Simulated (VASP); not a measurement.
# Si48H16CF4 in VASP: further runs, part 2 of 2

VASP 6.6.1.

### Step 4. Single point, PBE+D3(BJ)

INCAR

```
SYSTEM = Si48H16CF4
  PREC = Accurate
  ENCUT = 520
  EDIFF = 1E-6
  ISMEAR = 0
  SIGMA = 0.05
  LREAL = Auto
  LASPH = .True.
  NELM = 100
  ALGO = Normal
  ISIF = 2
  LWAVE = .False.
  LCHARG = .False.
  GGA = PE
  IVDW = 12
  NBANDS = 160
  ISYM = 0
  NCORE = 4
```

KPOINTS

```
Automatic mesh
0
Gamma
  1 1 1
  0 0 0
```

POSCAR is that of step 3.

Potentials or basis: VASP PAW PBE potentials, release 64 (Si, H, C, F).

Started as:

```sh
$ cat potpaw_PBE.64/Si/POTCAR potpaw_PBE.64/H/POTCAR potpaw_PBE.64/C/POTCAR potpaw_PBE.64/F/POTCAR > POTCAR
$ mpirun -np 8 vasp_gam > vasp.out
```

OUTCAR:

```text
SYSTEM = Si48H16CF4
   PREC = Accurate
   ENCUT = 520
   EDIFF = 1E-6
   ISMEAR = 0
   LREAL = Auto
   LASPH = .True.
   NELM = 100
   ISIF = 2
   GGA = PE
   IVDW = 12
   ISYM = 0
 IVDW          = 12

 ion  position               nearest neighbor table
   1  0.686  0.314  0.409-   9 2.34  15 2.34   8 2.35  24 3.13  20 3.13
   2  0.815  0.681  0.410-  16 2.33  10 2.34   5 2.34  24 3.09
   3  0.049  0.952  0.428-  69 1.63  11 2.35  10 2.35   6 2.41
   4  0.319  0.186  0.410-  12 2.33   7 2.34  11 2.34  20 3.09
   5  0.963  0.539  0.440-   2 2.34   9 2.38  13 2.39
   6  0.205  0.795  0.426-  65 1.96  13 2.35  14 2.35   3 2.41
   7  0.461  0.037  0.439-   4 2.34  15 2.37  14 2.38
   8  0.540  0.460  0.439-   1 2.35  12 2.37  16 2.37
   9  0.875  0.390  0.377-   1 2.34  17 2.37  24 2.37   5 2.38
  10  0.882  0.872  0.376-   2 2.34   3 2.35  23 2.37  18 2.38
  11  0.128  0.118  0.376-   4 2.34   3 2.35  17 2.37  19 2.38
  12  0.388  0.377  0.378-   4 2.33   8 2.37  21 2.37  20 2.38
  13  0.113  0.628  0.378-  18 2.34   6 2.35  21 2.37   5 2.39
  14  0.372  0.887  0.378-  19 2.34   6 2.35  22 2.37   7 2.38
  15  0.610  0.125  0.377-   1 2.34  23 2.37  20 2.37   7 2.37
[... 320 lines left out ...]
  band No.  band energies     occupation
      1     -28.6952      2.00000
      2     -26.5559      2.00000
      3     -26.5508      2.00000
      4     -25.7770      2.00000
      5     -13.4407      2.00000
      6     -12.7416      2.00000
[... 124 lines left out ...]
    131       0.9220      0.00000
    132       0.9528      0.00000
 [bands above 132 left out]

------------------------ aborting loop because EDIFF is reached ----------------------------------------

 Edisp (eV)  -12.76563

 E8    (eV) :    -5.3050

  FORCE on cell =-STRESS in cart. coord.  units (eV):
  Direction    XX          YY          ZZ          XY          YZ          ZX
  --------------------------------------------------------------------------------------
  -------------------------------------------------------------------------------------
  Total      17.47000     5.92018    -1.78141     0.00783    -0.07467     0.48398
  in kB      10.12640     3.43161    -1.03259     0.00454    -0.04328     0.28054
  external pressure =        4.18 kB  Pullay stress =        0.00 kB

 VOLUME and BASIS-vectors are now :
 -----------------------------------------------------------------------------
  energy-cutoff  :      520.00
  volume of cell :     2764.07
      direct lattice vectors                 reciprocal lattice vectors
     7.680593857  7.680593857  0.000000000     0.065099133  0.065099133  0.000000000
    -7.680593857  7.680593857  0.000000000    -0.065099133  0.065099133  0.000000000
     0.000000000  0.000000000 23.427650000     0.000000000  0.000000000  0.042684606

 POSITION                                       TOTAL-FORCE (eV/Angst)
 -----------------------------------------------------------------------------------
      2.86201      7.68245      9.59063         0.013517      0.000951     -0.005961
      1.02399     11.48931      9.60715        -0.004244     -0.000903     -0.005654
     -6.93487      7.68214     10.01858         0.010421      0.000463     -0.032796
      1.02331      3.87364      9.60561        -0.003772      0.001187     -0.006231
      3.25697     11.53520     10.29897        -0.003603     -0.000083      0.003133
     -4.52634      7.68164      9.97445         0.004776     -0.000426     -0.004915
[... 61 lines left out ...]
     -4.42667      6.61618     12.55242        -0.010320     -0.030222      0.000813
     -7.53716      7.68395     11.53798        -0.007748     -0.002445      0.033829
 -----------------------------------------------------------------------------------
    total drift:                               -0.002221      0.004834      0.020392

  FREE ENERGIE OF THE ION-ELECTRON SYSTEM (eV)
  ---------------------------------------------------
  free  energy   TOTEN  =      -340.9236656099 eV

  energy  without entropy=     -340.9236656099  energy(sigma->0) =     -340.92366561
```

Run time: 85 s. Hardware: 8 MPI ranks of AMD EPYC 9R45 (Zen 5), shared host; peak memory 0.42 GiB.

What came out:

| Property | Result |
| --- | --- |
| Free energy | -340.9237 eV |
| Largest force | 0.341 eV/Å |
| Band gap on the k mesh | 0.49 eV, direct |
| Dispersion energy per atom | -0.185 eV |

Forces in eV/Å, atoms in the order of the input:
```
Si   0.014  0.001 -0.006
Si  -0.004 -0.001 -0.006
Si   0.010  0.000 -0.033
Si  -0.004  0.001 -0.006
Si  -0.004  0.000  0.003
Si   0.005  0.000 -0.005
Si  -0.004  0.001  0.003
Si   0.014  0.000 -0.001
Si   0.004  0.001  0.003
Si   0.004  0.001 -0.006
Si   0.004 -0.001 -0.006
Si   0.004  0.005 -0.004
Si   0.001 -0.006 -0.006
Si   0.000  0.005 -0.006
Si   0.004 -0.001  0.004
Si   0.005 -0.004 -0.004
Si   0.002 -0.002  0.003
Si   0.004  0.003 -0.003
Si   0.004 -0.003 -0.003
Si  -0.002  0.002  0.000
Si   0.000  0.004 -0.002
Si   0.000 -0.003 -0.001
Si   0.002  0.002  0.003
Si  -0.001 -0.001  0.001
Si   0.004  0.000 -0.005
Si   0.008 -0.001 -0.003
Si   0.010  0.000 -0.004
Si   0.008  0.000 -0.003
Si   0.008  0.003 -0.002
Si   0.001  0.000 -0.003
Si   0.008 -0.003 -0.002
Si   0.010 -0.001 -0.002
Si   0.008  0.000 -0.006
Si  -0.002  0.000 -0.006
Si   0.002  0.000 -0.013
Si  -0.002  0.000 -0.006
Si  -0.001 -0.001 -0.007
Si   0.006  0.000 -0.001
Si  -0.001  0.000 -0.007
Si   0.006  0.000 -0.004
Si   0.250  0.026 -0.028
Si  -0.330 -0.012 -0.081
Si  -0.331  0.014 -0.083
Si  -0.301 -0.009 -0.051
Si   0.295  0.008 -0.109
Si   0.294 -0.007 -0.108
Si   0.249 -0.025 -0.028
Si  -0.303  0.010 -0.053
H   -0.275 -0.020  0.007
H    0.257  0.021  0.082
H   -0.251  0.029  0.097
H    0.283 -0.020 -0.009
H   -0.251 -0.028  0.097
H    0.284  0.020 -0.009
H   -0.251  0.030  0.094
H    0.291 -0.042  0.001
H   -0.290  0.010 -0.005
H    0.260 -0.012  0.079
H   -0.290 -0.011 -0.005
H    0.260  0.013  0.079
H   -0.275  0.020  0.007
H    0.257 -0.021  0.082
H   -0.251 -0.031  0.094
H    0.291  0.042  0.000
C   -0.004  0.002 -0.030
F    0.025  0.002 -0.011
F   -0.010  0.019  0.005
F   -0.010 -0.030  0.001
F   -0.008 -0.002  0.034
```

Levels at points of the mesh, in eV from the valence-band top:
```csv
k point,band 117,band 118,band 119,band 120,band 121,band 122,band 123,band 124
"(0.00, 0.00, 0.00)",-0.38,-0.28,-0.10,0.00,0.49,1.12,1.19,1.26
```

### Step 5. Single point, PBE+D3(BJ)

INCAR, as its differences from that of step 4:

```diff
@@ -2,3 +2,3 @@
   PREC = Accurate
-  ENCUT = 520
+  ENCUT = 250
   EDIFF = 1E-6
```

KPOINTS is that of step 4.

POSCAR is that of step 4.

Started as:

```sh
$ cat potpaw_PBE.64/Si/POTCAR potpaw_PBE.64/H/POTCAR potpaw_PBE.64/C/POTCAR potpaw_PBE.64/F/POTCAR > POTCAR
$ mpirun -np 8 vasp_gam > vasp.out
```

It took 27 s on 8 MPI ranks of AMD EPYC 9R45 (Zen 5), shared host; peak memory 0.25 GiB.

The run converged, but a check on its numbers failed (symmetry, net force, bounds or a known fault of this set-up), so they aren't taken as properties of the slab.

Caveat: the cutoff lies under the usual one of these potentials, so the numbers hold a large basis-set error.

### Step 6. Summary

```csv
level,cutoff (eV),gap on the mesh (eV),largest force (eV/Å)
PBE+D3,400,0.49,0.36
PBE+D4,400,0.49,0.34
PBE+D3(BJ),520,0.49,0.34
```

Alike in all rows: task single point; potentials or basis VASP PAW PBE potentials, release 64 (Si, H, C, F); no spin polarisation; cell as given; k mesh 1 × 1 × 1; smearing gaussian 0.05 eV.

On the cell as given the gap runs from 0.49 eV (PBE+D3) to 0.49 eV (PBE+D3(BJ)).

Caveats: the cutoff is under 1.25 times the usual one of these potentials, so pressure, stress and relaxed cells hold a basis-set (Pulay) error (some runs).

Absolute energies hang on the potentials; compare differences alone.
